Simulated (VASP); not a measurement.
OSZICAR of a VASP run on SiO2 (quartz):

File OSZICAR:
```
       N       E                     dE             d eps       ncg     rms          rms(c)
DAV:   1     0.287704723644E+03    0.28770E+03   -0.26050E+04   994   0.156E+03
DAV:   2    -0.924719239658E+02   -0.38018E+03   -0.37192E+03  1311   0.346E+02
DAV:   3    -0.112826479092E+03   -0.20355E+02   -0.20295E+02  1156   0.905E+01
DAV:   4    -0.113074979270E+03   -0.24850E+00   -0.24809E+00  1151   0.109E+01
DAV:   5    -0.113079686729E+03   -0.47075E-02   -0.47056E-02  1136   0.148E+00    0.254E+01
DAV:   6    -0.945371247086E+02    0.18543E+02   -0.26963E+01  1106   0.270E+01    0.143E+01
DAV:   7    -0.874384241921E+02    0.70987E+01   -0.15735E+00  1116   0.107E+01    0.497E+00
DAV:   8    -0.949029545207E+02   -0.74645E+01   -0.33012E+00  1096   0.104E+01    0.309E+00
DAV:   9    -0.893397271843E+02    0.55632E+01   -0.15540E+00  1016   0.787E+00    0.688E-01
DAV:  10    -0.892709431377E+02    0.68784E-01   -0.39669E-01  1001   0.534E+00    0.779E-01
DAV:  11    -0.892205022174E+02    0.50441E-01   -0.96865E-03  1151   0.876E-01    0.629E-01
DAV:  12    -0.894326985818E+02   -0.21220E+00   -0.13387E-01  1016   0.315E+00    0.205E-01
DAV:  13    -0.894016886681E+02    0.31010E-01   -0.14894E-02  1141   0.899E-01    0.221E-01
DAV:  14    -0.894109345877E+02   -0.92459E-02   -0.62729E-03  1111   0.618E-01    0.105E-01
DAV:  15    -0.894159479947E+02   -0.50134E-02   -0.17664E-03  1086   0.459E-01    0.451E-02
DAV:  16    -0.894164213339E+02   -0.47334E-03   -0.17957E-04  1111   0.115E-01    0.370E-02
DAV:  17    -0.894166019225E+02   -0.18059E-03   -0.11950E-04  1136   0.728E-02    0.941E-03
DAV:  18    -0.894166774132E+02   -0.75491E-04   -0.82224E-05  1066   0.937E-02    0.105E-02
DAV:  19    -0.894167699468E+02   -0.92534E-04   -0.30234E-05  1071   0.512E-02    0.833E-03
DAV:  20    -0.894167670614E+02    0.28853E-05   -0.11773E-06   738   0.100E-02    0.512E-03
DAV:  21    -0.894167695593E+02   -0.24979E-05   -0.96391E-07   708   0.814E-03    0.163E-03
DAV:  22    -0.894167697221E+02   -0.16274E-06   -0.34990E-07   683   0.518E-03
   1 F= -.89416770E+02 E0= -.89416770E+02  d E =-.894168E+02
       N       E                     dE             d eps       ncg     rms          rms(c)
DAV:   1    -0.896689565276E+02   -0.25219E+00   -0.97910E+00  1076   0.240E+01    0.448E+00
DAV:   2    -0.893980044779E+02    0.27095E+00   -0.94659E-01  1126   0.636E+00    0.105E+00
DAV:   3    -0.893766949860E+02    0.21309E-01   -0.93499E-02   991   0.210E+00    0.392E-01
DAV:   4    -0.893853004683E+02   -0.86055E-02   -0.20751E-02   996   0.146E+00    0.230E-01
DAV:   5    -0.893843353314E+02    0.96514E-03   -0.82637E-03   996   0.983E-01    0.883E-02
DAV:   6    -0.893836693429E+02    0.66599E-03   -0.75468E-03   996   0.940E-01    0.667E-02
DAV:   7    -0.893916967892E+02   -0.80274E-02   -0.14896E-03  1096   0.410E-01    0.182E-02
DAV:   8    -0.893920700829E+02   -0.37329E-03   -0.31997E-04  1046   0.167E-01    0.974E-03
DAV:   9    -0.893921201173E+02   -0.50034E-04   -0.28170E-05  1101   0.513E-02    0.396E-03
DAV:  10    -0.893921195759E+02    0.54136E-06   -0.29012E-06   931   0.189E-02
   2 F= -.89392120E+02 E0= -.89392120E+02  d E =0.246501E-01
       N       E                     dE             d eps       ncg     rms          rms(c)
DAV:   1    -0.895324700136E+02   -0.14035E+00   -0.36499E+00  1061   0.144E+01    0.269E+00
DAV:   2    -0.894370296043E+02    0.95440E-01   -0.36146E-01  1121   0.391E+00    0.619E-01
DAV:   3    -0.894284608467E+02    0.85688E-02   -0.31783E-02  1041   0.117E+00    0.265E-01
DAV:   4    -0.894321769966E+02   -0.37161E-02   -0.52734E-03   996   0.726E-01    0.166E-01
DAV:   5    -0.894266758962E+02    0.55011E-02   -0.31727E-03   991   0.592E-01    0.603E-02
DAV:   6    -0.894312634532E+02   -0.45876E-02   -0.32354E-03   991   0.614E-01    0.377E-02
DAV:   7    -0.894329323351E+02   -0.16689E-02   -0.43236E-04  1036   0.230E-01    0.126E-02
DAV:   8    -0.894331070348E+02   -0.17470E-03   -0.15031E-04  1046   0.115E-01    0.630E-03
DAV:   9    -0.894331264710E+02   -0.19436E-04   -0.16589E-05  1101   0.396E-02    0.234E-03
DAV:  10    -0.894331317500E+02   -0.52790E-05   -0.76735E-07   718   0.101E-02    0.152E-03
DAV:  11    -0.894331317187E+02    0.31336E-07   -0.39314E-07   668   0.428E-03
   3 F= -.89433132E+02 E0= -.89433132E+02  d E =-.163620E-01
       N       E                     dE             d eps       ncg     rms          rms(c)
DAV:   1    -0.894331477195E+02   -0.15969E-04   -0.58940E-04  1076   0.185E-01    0.342E-02
DAV:   2    -0.894331316315E+02    0.16088E-04   -0.56448E-05  1136   0.490E-02    0.795E-03
DAV:   3    -0.894331302987E+02    0.13327E-05   -0.50790E-06  1036   0.148E-02    0.326E-03
DAV:   4    -0.894331301475E+02    0.15128E-06   -0.95663E-07   628   0.999E-03
   4 F= -.89433130E+02 E0= -.89433130E+02  d E =-.163604E-01
```

Task: Which electronic solver shows in the log?

Result: It is blocked Davidson (ALGO = Normal, or the opening steps of other solvers). The INCAR had ALGO = Normal.

Task: Can the final energy be trusted as converged?

Result: The calculation finished and met its thresholds. It stopped with EDIFF = 1E-6, NELM = 100, NSW = 60 and EDIFFG = -0.02 after 4 ionic steps (r2SCAN meta-GGA, plane waves, VASP's PBE PAW potentials (set 64)).

The compound is SiO2 in the quartz structure. This run relaxes it. Symmetry was kept, so distortions that lower it aren't found. The start is the result of an earlier pass.
